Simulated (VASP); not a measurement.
```xyz
2
Lattice="0.0000 3.0719 3.0719 3.0719 0.0000 3.0719 3.0719 3.0719 0.0000" Properties=species:S:1:pos:R:3 pbc="T T T"
Ca     0.0000     0.0000     0.0000
Se     3.0719     3.0719     3.0719
```

Level of theory: revPBE GGA, VASP's PBE PAW potentials (set 64) (plane waves; VASP). Settings: 520 eV cut-off, 8×8×8 Γ-centred mesh, Gaussian smearing of 0.050 eV, potentials Ca_sv Se.

Problem. The job: CaSe (rock salt), 2 atoms, revPBE, static run, 520 eV, 8×8×8 Γ-centred mesh. Roughly how much core time does it take on a busy server core?

Solution. About 10 core-seconds (one run on a shared machine, a rough figure). It had 29 irreducible k-points, 12 bands, up to 1588 plane waves and 14 electronic steps.

The compound is CaSe in the rock salt structure. This cell is one point of a volume scan, at 1.06 of the reference volume.
